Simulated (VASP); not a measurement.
Computed with r2SCAN meta-GGA, VASP's PBE PAW potentials (set 64) (plane waves; VASP).

VASP input:

### INCAR
```
LWAVE = .FALSE.
ALGO = Normal   # blocked Davidson
ENCUT = 400
LMAXMIX = 4
IBRION = 2   # conjugate gradients
NELM = 100   # most electronic steps
MAGMOM = 2.0 0.0
PREC = Accurate
SYSTEM = VAs
SIGMA = 0.1
ISMEAR = 1   # Methfessel-Paxton
LCHARG = .FALSE.
ISPIN = 2
EDIFFG = -0.01   # ionic stop
NSW = 60   # most ionic steps
ISIF = 3   # ions, shape and volume
LMIXTAU = .TRUE.
LORBIT = 10
LASPH = .TRUE.
EDIFF = 1E-6   # SCF stop (eV)
METAGGA = R2SCAN
LREAL = .FALSE.   # projection in real space or not
```

File KPOINTS:
```
Automatic mesh
0
Gamma
9 9 9
0 0 0
```

**POSCAR**
```
VAs
1.0
  0.0000000000   3.1407850000   3.1407850000
  3.1407850000   0.0000000000   3.1407850000
  3.1407850000   3.1407850000   0.0000000000
V As
1 1
direct
  0.0000000000   0.0000000000   0.0000000000
  0.2500000000   0.2500000000   0.2500000000
```

POTCAR, in this order: V_sv As (PBE.64 set). Program: vasp_std.

Output

File OSZICAR:
```
       N       E                     dE             d eps       ncg     rms          rms(c)
DAV:   1     0.678080909217E+02    0.67808E+02   -0.82347E+03  2320   0.101E+03
DAV:   2    -0.302525880403E+02   -0.98061E+02   -0.95421E+02  2140   0.279E+02
DAV:   3    -0.340678254181E+02   -0.38152E+01   -0.37555E+01  2594   0.530E+01
DAV:   4    -0.341179817527E+02   -0.50156E-01   -0.50133E-01  2092   0.633E+00
DAV:   5    -0.341185385142E+02   -0.55676E-03   -0.55675E-03  2458   0.691E-01    0.127E+01
DAV:   6    -0.306754903911E+02    0.34430E+01   -0.31381E+01  2420   0.567E+01    0.188E+01
DAV:   7    -0.281553700206E+02    0.25201E+01   -0.13137E+01  2176   0.368E+01    0.372E+00
DAV:   8    -0.282671851979E+02   -0.11182E+00   -0.11657E+00  2050   0.746E+00    0.258E+00
DAV:   9    -0.281789033958E+02    0.88282E-01   -0.50174E-01  1990   0.502E+00    0.145E+00
DAV:  10    -0.283486529617E+02   -0.16975E+00   -0.11640E-01  2086   0.286E+00    0.516E-01
DAV:  11    -0.283776777812E+02   -0.29025E-01   -0.36937E-02  2068   0.182E+00    0.377E-01
DAV:  12    -0.283686025791E+02    0.90752E-02   -0.99098E-03  1972   0.110E+00    0.132E-01
DAV:  13    -0.283775837259E+02   -0.89811E-02   -0.89212E-03  1960   0.750E-01    0.856E-02
DAV:  14    -0.283776623100E+02   -0.78584E-04   -0.35990E-04  2248   0.193E-01    0.530E-02
DAV:  15    -0.283775631955E+02    0.99115E-04   -0.35020E-04  1960   0.151E-01    0.229E-02
DAV:  16    -0.283776830727E+02   -0.11988E-03   -0.59754E-05  1972   0.715E-02    0.152E-02
DAV:  17    -0.283776981860E+02   -0.15113E-04   -0.23279E-05  1984   0.390E-02    0.246E-03
DAV:  18    -0.283776969696E+02    0.12164E-05   -0.13735E-06  1648   0.101E-02    0.152E-03
DAV:  19    -0.283776973940E+02   -0.42437E-06   -0.23914E-07   986   0.466E-03
   1 F= -.28377697E+02 E0= -.28378192E+02  d E =-.283777E+02  mag=     2.0000
       N       E                     dE             d eps       ncg     rms          rms(c)
DAV:   1    -0.595324533019E+02   -0.31155E+02   -0.54583E+02  1984   0.286E+02    0.454E+01
DAV:   2    -0.297225524757E+02    0.29810E+02   -0.12328E+02  1998   0.140E+02    0.127E+01
DAV:   3    -0.297322099857E+02   -0.96575E-02   -0.15991E+01  2008   0.440E+01    0.857E+00
DAV:   4    -0.292279641226E+02    0.50425E+00   -0.55902E+00  2194   0.288E+01    0.637E+00
DAV:   5    -0.291460480250E+02    0.81916E-01   -0.35995E-01  2014   0.814E+00    0.257E+00
DAV:   6    -0.291237225925E+02    0.22325E-01   -0.49236E-01  2252   0.792E+00    0.184E+00
DAV:   7    -0.291117879414E+02    0.11935E-01   -0.35451E-02  2044   0.270E+00    0.756E-01
DAV:   8    -0.291057263855E+02    0.60616E-02   -0.33193E-02  2574   0.200E+00    0.298E-01
DAV:   9    -0.291059757268E+02   -0.24934E-03   -0.15026E-03  2014   0.455E-01    0.742E-02
DAV:  10    -0.291059797792E+02   -0.40524E-05   -0.15235E-04  2246   0.106E-01    0.459E-02
DAV:  11    -0.291059729853E+02    0.67938E-05   -0.76615E-05  2112   0.103E-01    0.145E-02
DAV:  12    -0.291059784786E+02   -0.54933E-05   -0.61368E-06  1966   0.293E-02    0.759E-03
DAV:  13    -0.291059771996E+02    0.12790E-05   -0.13872E-06  1500   0.118E-02    0.293E-03
DAV:  14    -0.291059772061E+02   -0.65465E-08   -0.30003E-07   980   0.471E-03
   2 F= -.29105977E+02 E0= -.29106950E+02  d E =-.728280E+00  mag=    -2.0000
       N       E                     dE             d eps       ncg     rms          rms(c)
DAV:   1    -0.296438497933E+02   -0.53787E+00   -0.80493E+00  1978   0.411E+01    0.687E+00
DAV:   2    -0.293697833236E+02    0.27407E+00   -0.41956E+00  2014   0.273E+01    0.495E+00
DAV:   3    -0.291378719696E+02    0.23191E+00   -0.45371E-01  2008   0.914E+00    0.799E-01
DAV:   4    -0.291254878202E+02    0.12384E-01   -0.10270E-01  2236   0.272E+00    0.684E-01
DAV:   5    -0.291225663572E+02    0.29215E-02   -0.15803E-02  1978   0.156E+00    0.282E-01
DAV:   6    -0.291224705753E+02    0.95782E-04   -0.11469E-03  2342   0.338E-01    0.162E-01
DAV:   7    -0.291224720806E+02   -0.15053E-05   -0.51005E-04  2184   0.199E-01    0.640E-02
DAV:   8    -0.291224599009E+02    0.12180E-04   -0.16192E-04  1990   0.142E-01    0.186E-02
DAV:   9    -0.291224627181E+02   -0.28172E-05   -0.10576E-05  2068   0.230E-02    0.680E-03
DAV:  10    -0.291224635438E+02   -0.82573E-06   -0.55849E-07  1310   0.715E-03
   3 F= -.29122464E+02 E0= -.29123365E+02  d E =-.744766E+00  mag=    -2.0000
```

File OUTCAR:
```
------------------------ aborting loop because EDIFF is reached ----------------------------------------
  FORCE on cell =-STRESS in cart. coord.  units (eV):
  Direction    XX          YY          ZZ          XY          YZ          ZX
  --------------------------------------------------------------------------------------
  Total       -0.0041289     -0.0041289     -0.0041289      0.0000000      0.0000000      0.0000000
  in kB       -0.1444172     -0.1444172     -0.1444172      0.0000000      0.0000000      0.0000000
  external PRESSURE =      -0.1444172 kB  Pullay stress =       0.0000000 kB
  volume of cell :       45.81
      direct lattice vectors                 reciprocal lattice vectors
     0.000000000  2.839865479  2.839865479    -0.176064678  0.176064678  0.176064678
     2.839865479  0.000000000  2.839865479     0.176064678 -0.176064678  0.176064678
     2.839865479  2.839865479  0.000000000     0.176064678  0.176064678 -0.176064678
 POSITION                                       TOTAL-FORCE (eV/Angst)
 -----------------------------------------------------------------------------------
      0.00000      0.00000      0.00000        -0.000000     -0.000000     -0.000000
      1.41993      1.41993      1.41993         0.000000      0.000000      0.000000
 -----------------------------------------------------------------------------------
    total drift:                                0.000000      0.000000      0.000000
  FREE ENERGIE OF THE ION-ELECTRON SYSTEM (eV)
  ---------------------------------------------------
  free  energy   TOTEN  =       -29.1224635438 eV

  energy  without entropy=      -29.1251673849  energy(sigma->0) =      -29.12336482

 total charge

# of ion       s       p       d       tot
------------------------------------------
    1        2.227   6.135   3.054  11.416
    2        1.212   1.714   0.032   2.959
--------------------------------------------------
tot          3.440   7.849   3.086  14.374

 magnetization (x)

# of ion       s       p       d       tot
------------------------------------------
    1       -0.023  -0.004  -2.051  -2.078
    2        0.020   0.199  -0.024   0.196
--------------------------------------------------
tot         -0.003   0.195  -2.075  -1.882

 reached required accuracy - stopping structural energy minimisation
```
(Selected blocks of OUTCAR.)

### CONTCAR
```
VAs
   1.00000000000000
     0.0000000000000000    2.8398654790845645    2.8398654790845645
     2.8398654790845645    0.0000000000000000    2.8398654790845645
     2.8398654790845645    2.8398654790845645    0.0000000000000000
  V               As
     1     1
Direct
     0.0000000000000000    0.0000000000000000    0.0000000000000000
     0.2500000000000000    0.2500000000000000    0.2500000000000000
```

Energy and stress use the plane-wave basis of the starting cell.

The structure was generated: VAs was put into the zinc blende type (F-43m), which need not be its known phase. This run relaxes it. Symmetry was kept, so distortions that lower it aren't found.
